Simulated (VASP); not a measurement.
# Ge under strain, part 2 of 3

Aim: follow the pressure of Ge through compression, expansion and shear. All runs use LDA. Left out of this account: at least 2 further runs (bands with LDA: it ended just at its time limit, and its output was not read; fields: a reference on another mesh). The start is a computed cell from the Materials Project.

VASP 6.6.1; LDA; plane waves and PAW (Ge_d).

Still holding for the runs below: Spin-orbit coupling is off here; it would split degenerate levels.

So far, pressure (GPa): step 2 (bands, cell as listed) -4.70.

The starting crystal is not the ambient structure of Ge (diamond type); it is a model or a phase of other conditions.

## Step 3: Bands, volume times 1.04

The cell is expanded evenly, with fractional positions held.

INCAR

```
SYSTEM = Ge
PREC = Accurate
ENCUT = 410
EDIFF = 1E-06
NELM = 100
ISMEAR = -1
SIGMA = 0.05
LREAL = .FALSE.
ALGO = Normal
GGA = CA
NBANDS = 26
LORBIT = 11
LWAVE = .FALSE.
LCHARG = .FALSE.
KPAR = 2
```

POSCAR

```
Ge
1.0
   -2.5287425297      2.6857467767      1.4558563658
    2.5287425297     -2.6857467767      1.4558563658
    2.5287425297      2.6857467767     -1.4558563658
Ge
2
Direct
    0.1859430000      0.9359430000      0.2500000000
    0.8140570000      0.0640570000      0.7500000000
```

KPOINTS

```
Automatic mesh
0
Gamma
15 15 15
0 0 0
```

KPOINTS_OPT

```
Line mode
16
Line-mode
Reciprocal
  0.00000000   0.00000000   0.00000000 GAMMA
  0.32345933   0.32345933  -0.32345933 X

  0.32345933   0.32345933  -0.32345933 X
  0.29508451   0.35183414  -0.29508451 L

  0.29508451   0.35183414  -0.29508451 L
  0.00000000   0.50000000   0.00000000 T

  0.00000000   0.50000000   0.00000000 T
  0.25000000   0.25000000   0.25000000 W

  0.25000000   0.25000000   0.25000000 W
  0.50000000   0.00000000   0.00000000 R

  0.50000000   0.00000000   0.00000000 R
  0.67654067  -0.32345933   0.32345933 X1

  0.67654067  -0.32345933   0.32345933 X1
  0.50000000  -0.50000000   0.50000000 Z

  0.50000000  -0.50000000   0.50000000 Z
  0.00000000   0.00000000   0.00000000 GAMMA

  0.00000000   0.00000000   0.00000000 GAMMA
 -0.47162518   0.47162518   0.47162518 Y

 -0.47162518   0.47162518   0.47162518 Y
  0.00000000   0.00000000   0.50000000 S

  0.00000000   0.00000000   0.50000000 S
  0.25000000   0.25000000   0.25000000 W

 -0.29508451   0.64816586   0.29508451 L1
 -0.47162518   0.47162518   0.47162518 Y

  0.47162518  -0.47162518   0.52837482 Y1
  0.50000000  -0.50000000   0.50000000 Z
```

The projector-augmented-wave data sets are Ge_d (LDA family, release 64).

Run with:

```sh
$ mpirun -np 2 vasp_std
```

Output:

```text
[... set-up lines as in an earlier step ...]
 entering main loop
       N       E                     dE             d eps       ncg     rms          rms(c)
DAV:   1     0.168003342065E+03    0.16800E+03   -0.11390E+04 33762   0.263E+03
DAV:   2     0.135963371548E+02   -0.15441E+03   -0.14718E+03 26944   0.475E+02
DAV:   3    -0.938323865770E+01   -0.22980E+02   -0.22786E+02 29638   0.107E+02
DAV:   4    -0.996266195883E+01   -0.57942E+00   -0.57898E+00 31006   0.194E+01
DAV:   5    -0.996963311487E+01   -0.69712E-02   -0.69706E-02 30954   0.230E+00    0.193E+00
DAV:   6    -0.994549701547E+01    0.24136E-01   -0.17484E-02 36946   0.189E+00    0.106E+00
DAV:   7    -0.993574229358E+01    0.97547E-02   -0.11116E-02 36954   0.123E+00    0.107E-01
DAV:   8    -0.993540663180E+01    0.33566E-03   -0.14749E-03 32570   0.573E-01    0.375E-02
DAV:   9    -0.993540504088E+01    0.15909E-05   -0.36929E-05 29482   0.613E-02    0.824E-03
DAV:  10    -0.993540475618E+01    0.28469E-06   -0.28583E-06 30872   0.202E-02
   1 F= -.99354048E+01 E0= -.99319992E+01  d E =-.681117E-02
 Start KPOINTS_OPT (optional k-point list driver)
k-point batch [1-208\208]
       N       E                     dE             ncg
DAV:   1    -0.279026613216E+05   -0.21826E+06    13686
DAV:   2    -0.603891908192E+05   -0.32487E+05    10952
DAV:   3    -0.652101920673E+05   -0.48210E+04    12038
DAV:   4    -0.653321782321E+05   -0.12199E+03    12864
DAV:   5    -0.653336691186E+05   -0.14909E+01    12800
DAV:   6    -0.653337008958E+05   -0.31777E-01    12760
DAV:   7    -0.653337018924E+05   -0.99663E-03    12820
DAV:   8    -0.653337019276E+05   -0.35225E-04    11080
DAV:   9    -0.653337019300E+05   -0.23956E-05     8418
DAV:  10    -0.653337019307E+05   -0.65353E-06     7256
```

Wall time 5.6 min (2 MPI ranks of AMD EPYC 7R43, shared host); peak memory 0.99 GiB.

From OUTCAR (step 3):

```text
  LATTYP: Found a body centered orthorhombic cell.
 ALAT       =     2.9117127316
 B/A-ratio  =     1.7369450648
 C/A-ratio  =     1.8447882908

 Found    512 irreducible k-points:

   ENCUT  =  410.0 eV  30.13 Ry    5.49 a.u.   6.55  6.55  6.55*2*pi/ulx,y,z

   NELECT =      28.0000    total number of electrons

 E-fermi :   5.8019

 k-point     1 :       0.0000    0.0000    0.0000
  band No.  band energies     occupation
    ...
     10     -18.6831      2.00000
     11      -6.9437      2.00000
     12       1.7762      2.00000
     13       3.6093      2.00000
     14       4.0376      2.00000
     15       9.4589      0.00000
     16      12.4925      0.00000
     17      12.6443      0.00000
     18      13.3187      0.00000
     19      13.6491      0.00000
    ...

 k-point     2 :       0.0667   -0.0000    0.0000
  band No.  band energies     occupation
    ...
     10     -18.6852      2.00000
     11      -6.8454      2.00000
     12       1.6672      2.00000
     13       3.6229      2.00000
     14       4.3135      2.00000
     15       9.6408      0.00000
     16      11.6809      0.00000
     17      12.2228      0.00000
     18      12.6554      0.00000
     19      13.4393      0.00000
    ...

  Total       -1.7152696     -1.8071590     -1.6151610      0.0000000      0.0000000      0.0000000
  in kB      -69.4855959    -73.2080366    -65.4301932      0.0000000      0.0000000      0.0000000
  external PRESSURE =     -69.3746086 kB  Pullay stress =       0.0000000 kB

  energy-cutoff  :      410.00
  volume of cell :       39.55
      direct lattice vectors                 reciprocal lattice vectors
    -2.528742530  2.685746777  1.455856366     0.000000000  0.186167961  0.343440474
     2.528742530 -2.685746777  1.455856366     0.197726733  0.000000000  0.343440474
     2.528742530  2.685746777 -1.455856366     0.197726733  0.186167961  0.000000000

 POSITION                                       TOTAL-FORCE (eV/Angst)
 -----------------------------------------------------------------------------------
      2.52874     -1.34287      1.26934        -0.000000      0.000000     -0.050352
     -0.00000      4.02862      0.18652         0.000000     -0.000000      0.050352
 -----------------------------------------------------------------------------------
    total drift:                                0.000000      0.000000     -0.000000

  FREE ENERGIE OF THE ION-ELECTRON SYSTEM (eV)
  ---------------------------------------------------
  free  energy   TOTEN  =        -9.9354047562 eV

  energy  without entropy=       -9.9285935841  energy(sigma->0) =       -9.93199917

 total charge
# of ion       s       p       d       tot
------------------------------------------
    1        1.231   0.985  10.014  12.231
    2        1.231   0.985  10.014  12.231
--------------------------------------------------
tot          2.462   1.971  20.029  24.461

[... 4 parts as in an earlier step ...]

[... 7 further parts left out ...]
```

This step gave:

* free energy (TOTEN): -9.935 eV
* energy at zero smearing: -9.932 eV
* Fermi energy: 5.802 eV
* pressure: -6.937 GPa

Electronic bands along the path, in eV, zero at the Fermi level; # counts the bands kept in this run, so #1 is VASP's band 11:

```
          point      #1      #2     #3     #4     #5    #6     #7     #8
              Γ  -12.75   -4.03  -2.19  -1.76   3.66  6.69   6.84   7.52
0.53 of the way  -10.73   -2.83  -0.92  -0.39  -0.33  0.16   2.89   4.83
              X   -7.42   -6.55  -3.51  -3.42  -3.07  3.42   5.47   7.33
0.53 of the way   -7.42   -6.56  -3.51  -3.50  -2.95  3.37   5.52   7.30
              L   -7.43   -6.58  -3.64  -3.49  -2.74  3.26   5.64   7.23
0.47 of the way   -7.82   -5.85  -4.47  -2.49   0.00  0.74   4.85   6.22
              T   -8.11   -5.69  -3.54  -2.09  -1.65  3.31   3.87   6.30
0.47 of the way   -7.85   -5.81  -4.46  -2.78   0.21  4.12   4.46   5.90
              W   -6.95   -6.95  -4.04  -4.04   3.70  3.70   4.94   4.94
0.53 of the way   -7.68   -6.71  -3.48  -2.64   1.61  3.26   3.27   4.15
              R   -7.93   -6.83  -1.93  -1.45  -0.67  1.61   3.05   4.12
0.53 of the way   -7.69   -6.57  -3.38  -1.96  -1.18  1.30   3.49   7.14
             X1   -7.42   -6.55  -3.51  -3.42  -3.07  3.42   5.47   7.33
0.53 of the way   -8.53   -7.75  -5.06  -4.78   0.42  7.53   9.24  10.12
              Z   -8.96   -8.14  -5.51  -5.28   4.26  6.74  10.18  10.66
0.47 of the way  -11.35   -7.07  -4.26  -0.89   4.12  5.21   7.41   8.53
              Γ  -12.75   -4.03  -2.19  -1.76   3.66  6.69   6.84   7.52
0.47 of the way  -11.64   -7.19  -3.85   1.64   3.09  5.88   7.33   7.72
              Y   -8.95   -8.27  -5.49  -5.11   4.28  6.75  10.13  10.50
0.47 of the way   -9.59   -9.46  -3.55  -2.65   4.84  6.40   7.32   7.39
              S  -10.10  -10.10   0.70   0.70   2.17  2.17   6.50   6.50
0.47 of the way   -9.20   -9.20   0.15   0.15   2.19  2.19   3.42   3.42
              W   -6.95   -6.95  -4.04  -4.04   3.70  3.70   4.94   4.94
     jump to L1   -7.43   -6.58  -3.64  -3.49  -2.74  3.26   5.64   7.23
0.47 of the way   -8.38   -7.76  -4.90  -4.49  -0.18  6.94   8.89   9.94
              Y   -8.95   -8.27  -5.49  -5.11   4.28  6.75  10.13  10.50
```

The electronic bands as a text plot (rows in eV, shown from -8.0 to 5.3 only; labels by their first letter):

```
    5.0 |   ** *       **   *  **     *     *      **  *
    4.5 | **  * *  *  ****          **   *     **** *     **    *
    3.9 |** *        ** ****  *           **  *             *
    3.4 |  *   * *  **  ***    *   *   *             *  ** *
    2.8 |    *  *        *** *               *            *
    2.3 |  *  *             *           *    *       *****     *
    1.7 |          *   *   ** *   *
    1.1 |   *  *  *       *             *
    0.6 |   *                *                *      ****     *
    0.0 |    **       *                *    *
   -0.5 |   ***   **       * *   *       *           *   *
   -1.1 |  *****            *              *        *
   -1.6 |***  *     **     * *            *                  *
   -2.2 |*     *   * *    *** * *         **   *    *
   -2.7 |   **  ***   *        *      *  *  *      *      * *
   -3.3 |  *   ***     * **  ***        *    *     *       **
   -3.8 |**   * **  **  **      *      *        *           **
   -4.4 |         **  **        **   *    *   *   *          **
   -5.0 |      *                 **  **  * *   * **           ***
   -5.5 |          ***            ***           **             **
   -6.1 |       * *   **                *   *
   -6.6 |        *      ********       *     *              *
   -7.2 |        *      **     **                          * *
   -7.7 |       * **  **  ***** ***  **       *           * ***
         Γ      XL   T  W  R   X    Z     Γ      Y    S    W|L  Z
```

Force by atom:

```
atom  x (eV/Å)  y (eV/Å)  z (eV/Å)    size
 Ge1    0.0000    0.0000   -0.0504  0.0504
 Ge2    0.0000    0.0000    0.0504  0.0504
```

 The pressure is -6.94 GPa.

Of the bands kept, 4 cross the Fermi level on this path.

## Step 4: Bands, volume times 1.08

The cell is expanded evenly, with fractional positions held.

INCAR is that of step 3.

POSCAR

```
Ge
1.0
   -2.5607553272      2.7197471808      1.4742868840
    2.5607553272     -2.7197471808      1.4742868840
    2.5607553272      2.7197471808     -1.4742868840
Ge
2
Direct
    0.1859430000      0.9359430000      0.2500000000
    0.8140570000      0.0640570000      0.7500000000
```

KPOINTS is that of step 3.

KPOINTS_OPT is that of step 3.

Run with:

```sh
$ mpirun -np 2 vasp_std
```

Output:

```text
[... set-up lines as in an earlier step ...]
 entering main loop
       N       E                     dE             d eps       ncg     rms          rms(c)
DAV:   1     0.169675152925E+03    0.16968E+03   -0.11468E+04 33448   0.260E+03
DAV:   2     0.141671552705E+02   -0.15551E+03   -0.14829E+03 26912   0.477E+02
DAV:   3    -0.928627154752E+01   -0.23453E+02   -0.23256E+02 29434   0.108E+02
DAV:   4    -0.989010850537E+01   -0.60384E+00   -0.60339E+00 30926   0.197E+01
DAV:   5    -0.989754467273E+01   -0.74362E-02   -0.74356E-02 31072   0.238E+00    0.181E+00
DAV:   6    -0.987499606000E+01    0.22549E-01   -0.17665E-02 36942   0.185E+00    0.993E-01
DAV:   7    -0.986623739028E+01    0.87587E-02   -0.11008E-02 36930   0.120E+00    0.106E-01
DAV:   8    -0.986592007252E+01    0.31732E-03   -0.14437E-03 32390   0.562E-01    0.358E-02
DAV:   9    -0.986591834711E+01    0.17254E-05   -0.34805E-05 29468   0.590E-02    0.807E-03
DAV:  10    -0.986591806298E+01    0.28413E-06   -0.27777E-06 30694   0.196E-02
   1 F= -.98659181E+01 E0= -.98623131E+01  d E =-.720998E-02
 Start KPOINTS_OPT (optional k-point list driver)
k-point batch [1-208\208]
       N       E                     dE             ncg
DAV:   1    -0.301279105555E+05   -0.21791E+06    13598
DAV:   2    -0.626264898775E+05   -0.32499E+05    10928
DAV:   3    -0.674748998220E+05   -0.48484E+04    12212
DAV:   4    -0.676025674836E+05   -0.12767E+03    12752
DAV:   5    -0.676041701072E+05   -0.16026E+01    12806
DAV:   6    -0.676042043990E+05   -0.34292E-01    12780
DAV:   7    -0.676042054881E+05   -0.10892E-02    12876
DAV:   8    -0.676042055280E+05   -0.39872E-04    11460
DAV:   9    -0.676042055304E+05   -0.23784E-05     8430
DAV:  10    -0.676042055310E+05   -0.62429E-06     7258
```

The job ended after 6.8 min (2 MPI ranks; peak memory 1 GiB; 14 min of CPU time).

From OUTCAR (step 4):

```text
  LATTYP: Found a body centered orthorhombic cell.
 ALAT       =     2.9485737680
 B/A-ratio  =     1.7369450648
 C/A-ratio  =     1.8447882907

 Found    512 irreducible k-points:

   ENCUT  =  410.0 eV  30.13 Ry    5.49 a.u.   6.63  6.63  6.63*2*pi/ulx,y,z

   NELECT =      28.0000    total number of electrons

 E-fermi :   5.4129

 k-point     1 :       0.0000    0.0000    0.0000
  band No.  band energies     occupation
    ...
     10     -19.0722      2.00000
     11      -7.0333      2.00000
     12       1.2534      2.00000
     13       3.3262      2.00000
     14       3.7368      2.00000
     15       9.1396      0.00000
     16      11.8947      0.00000
     17      12.0042      0.00000
     18      12.6501      0.00000
     19      12.9758      0.00000
    ...

 k-point     2 :       0.0667   -0.0000    0.0000
  band No.  band energies     occupation
    ...
     10     -19.0741      2.00000
     11      -6.9382      2.00000
     12       1.1646      2.00000
     13       3.3403      2.00000
     14       3.9857      2.00000
     15       9.3156      0.00000
     16      11.0881      0.00000
     17      11.6377      0.00000
     18      12.0155      0.00000
     19      12.7823      0.00000
    ...

  Total       -2.2590646     -2.3027240     -2.1273890      0.0000000      0.0000000      0.0000000
  in kB      -88.1253028    -89.8284386    -82.9886854      0.0000000      0.0000000      0.0000000
  external PRESSURE =     -86.9808089 kB  Pullay stress =       0.0000000 kB

  energy-cutoff  :      410.00
  volume of cell :       41.07
      direct lattice vectors                 reciprocal lattice vectors
    -2.560755327  2.719747181  1.474286884     0.000000000  0.183840617  0.339147018
     2.560755327 -2.719747181  1.474286884     0.195254890  0.000000000  0.339147018
     2.560755327  2.719747181 -1.474286884     0.195254890  0.183840617  0.000000000

 POSITION                                       TOTAL-FORCE (eV/Angst)
 -----------------------------------------------------------------------------------
      2.56076     -1.35987      1.28541        -0.000000     -0.000000     -0.049985
      0.00000      4.07962      0.18888         0.000000      0.000000      0.049985
 -----------------------------------------------------------------------------------
    total drift:                                0.000000      0.000000     -0.000000

  FREE ENERGIE OF THE ION-ELECTRON SYSTEM (eV)
  ---------------------------------------------------
  free  energy   TOTEN  =        -9.8659180630 eV

  energy  without entropy=       -9.8587080806  energy(sigma->0) =       -9.86231307

 total charge
# of ion       s       p       d       tot
------------------------------------------
    1        1.236   0.959  10.008  12.203
    2        1.236   0.959  10.008  12.203
--------------------------------------------------
tot          2.472   1.917  20.017  24.406

[... 4 parts as in an earlier step ...]

[... 7 further parts left out ...]
```

This step gave:

```yaml
free_energy_toten: -9.866 eV
energy_at_zero_smearing: -9.862 eV
fermi_energy: 5.413 eV
pressure: -8.698 GPa
```

The electronic bands at the labelled points (eV, zero at the Fermi level; # counts the bands kept in this run, so #1 is VASP's band 11):

```
          point      #1     #2     #3     #4     #5    #6    #7     #8
              Γ  -12.45  -4.16  -2.09  -1.68   3.73  6.48  6.59   7.24
0.47 of the way  -10.95  -3.12  -0.91  -0.67   0.38  1.01  3.61   5.22
              X   -7.38  -6.51  -3.34  -3.25  -2.92  3.20  5.34   7.21
0.53 of the way   -7.39  -6.52  -3.34  -3.34  -2.80  3.16  5.38   7.18
              L   -7.39  -6.53  -3.47  -3.33  -2.60  3.06  5.49   7.12
0.47 of the way   -7.75  -5.81  -4.30  -2.36   0.00  0.70  4.84   6.01
              T   -8.03  -5.55  -3.58  -1.99  -1.57  3.37  3.75   6.07
0.47 of the way   -7.78  -5.76  -4.32  -2.64   0.18  3.99  4.46   5.69
              W   -6.91  -6.91  -3.85  -3.85   3.56  3.56  4.77   4.77
0.47 of the way   -7.53  -6.63  -3.54  -2.73   1.98  3.19  3.51   4.03
              R   -7.84  -6.72  -1.92  -1.38  -0.61  1.64  2.92   3.96
0.47 of the way   -7.66  -6.54  -3.13  -1.65  -0.72  0.91  3.13   6.86
             X1   -7.38  -6.51  -3.34  -3.25  -2.92  3.20  5.34   7.21
0.47 of the way   -8.30  -7.58  -4.70  -4.43  -0.15  6.74  8.52   9.64
              Z   -8.84  -8.06  -5.28  -5.05   4.15  6.59  9.79  10.21
0.47 of the way  -11.10  -7.02  -4.07  -0.85   3.95  5.06  7.18   8.45
              Γ  -12.45  -4.16  -2.09  -1.68   3.73  6.48  6.59   7.24
0.47 of the way  -11.38  -7.13  -3.67   1.58   2.93  5.70  7.09   7.47
              Y   -8.82  -8.17  -5.26  -4.90   4.16  6.60  9.74  10.06
0.47 of the way   -9.41  -9.28  -3.41  -2.56   4.70  6.22  7.03   7.17
              S   -9.89  -9.89   0.71   0.71   2.06  2.06  6.29   6.29
0.47 of the way   -9.02  -9.02   0.14   0.14   2.11  2.11  3.34   3.34
              W   -6.91  -6.91  -3.85  -3.85   3.56  3.56  4.77   4.77
     jump to L1   -7.39  -6.53  -3.47  -3.33  -2.60  3.06  5.49   7.12
0.47 of the way   -8.28  -7.68  -4.69  -4.29  -0.13  6.63  8.58   9.59
              Y   -8.82  -8.17  -5.26  -4.90   4.16  6.60  9.74  10.06
```

The electronic bands as a text plot (rows in eV, shown from -8.0 to 5.3 only; labels by their first letter):

```
    5.0 | **** *       **      *                    *  *     *
    4.4 | **  * *  *  ****  *   *    **  *  *  ** ***      *
    3.9 |**          ** ****  *     *     **  *  *        *     *
    3.3 |   *  *    **  ***        *                 *  ** **
    2.8 |  * *   *       *** * *       *     *            *
    2.2 |  *  * *           *           *    *       *****     *
    1.7 |          *   *   ** *   *
    1.1 |   *  *  *       *             *
    0.6 |   *                *                *      ****     *
    0.0 |    **       *                *    *
   -0.5 |   ***   **       ***   *       *           *   *
   -1.1 |  *****     *      *              *        *
   -1.6 |**   *     *      * *            *                  *
   -2.2 |*     **  * *    *** * *         **   *    *     *
   -2.7 |      ****   *      * *      *  *  *      *        *
   -3.3 |  ***  **     * **   **        *    *     *       **
   -3.9 | *   *     **  **      *    * *      * *            *
   -4.4 |*        **  **         *    *   *       *          **
   -5.0 |      *                  ****   * *   ****           ***
   -5.5 |          ****            *             *              *
   -6.1 |       * *    *                *   *
   -6.6 |        *      ********       *     *              *
   -7.2 |        *     ***     **                          ***
   -7.7 |       * **  *   ***** ***  **       *           *  **
         Γ      XL   T  W  R   X    Z     Γ      Y    S    W|L  Z
```

 The pressure is -8.70 GPa.

Of the bands kept, 4 cross the Fermi level on this path.

## Step 5: Bands, sheared, principal strains -1.6, -0.6, +2.3 %

The mesh alone shows little of the dispersion and can miss band extrema, so KPOINTS_OPT adds a path through the symmetry points after the self-consistent cycle.

INCAR is that of step 4.

POSCAR

```
Ge
1.0
   -2.4758510000      2.6925730000      1.3793560000
    2.4960030000     -2.7237440000      1.4718630000
    2.4511820000      2.7005160000     -1.4368600000
Ge
2
Direct
    0.1859430000      0.9359430000      0.2500000000
    0.8140570000      0.0640570000      0.7500000000
```

KPOINTS is that of step 4.

KPOINTS_OPT

```
Line mode
16
Line-mode
Reciprocal
  0.00000000   0.00000000   0.50000000 X
  0.00000000   0.00000000   0.00000000 GAMMA

  0.00000000   0.00000000   0.00000000 GAMMA
  0.50000000  -0.50000000   0.00000000 Y

  0.50000000  -0.50000000   0.50000000 L
  0.00000000   0.00000000   0.00000000 GAMMA

  0.00000000   0.00000000   0.00000000 GAMMA
  0.00000000   0.50000000  -0.50000000 Z

  0.00000000   0.50000000   0.00000000 N
  0.00000000   0.00000000   0.00000000 GAMMA

  0.00000000   0.00000000   0.00000000 GAMMA
  0.50000000   0.00000000  -0.50000000 M

  0.50000000   0.00000000   0.00000000 R
  0.00000000   0.00000000   0.00000000 GAMMA
```

Run with:

```sh
$ mpirun -np 2 vasp_std
```

Output:

```text
[... set-up lines as in an earlier step ...]
 entering main loop
       N       E                     dE             d eps       ncg     rms          rms(c)
DAV:   1     0.166350687270E+03    0.16635E+03   -0.11315E+04112086   0.265E+03
DAV:   2     0.129157331316E+02   -0.15343E+03   -0.14621E+03 88900   0.473E+02
DAV:   3    -0.946501369376E+01   -0.22381E+02   -0.22196E+02 97706   0.106E+02
DAV:   5    -0.100072027158E+02   -0.62830E-02   -0.62825E-02102040   0.217E+00    0.205E+00
DAV:   6    -0.998182720748E+01    0.25376E-01   -0.16956E-02121582   0.190E+00    0.113E+00
```

The job ended after 11 min (2 MPI ranks).

The run was cut off at its time limit.

More ranks or a longer limit might have been enough; this was not tried.

(Continued in part 3 of 3.)

[Lines on the potential files, build, host, timing and source positions are cut from VASP's logs without a mark.]

[Logs are printed without paths, hosts, clocks, repeated set-up lines and the standing remarks that a program may print on its own settings, such as how far it seeks lower states.]

[Hosts, paths, dates, database ids (printed as entryN), source tags and the programs' standing remarks are cut or masked in the printed files.]

[A measured line is paired with the nearest computed mode of its activity, which favours agreement.]

[In band tables of VASP the shares of atoms and orbitals are scaled to a sum of 1 inside the atoms' spheres.]
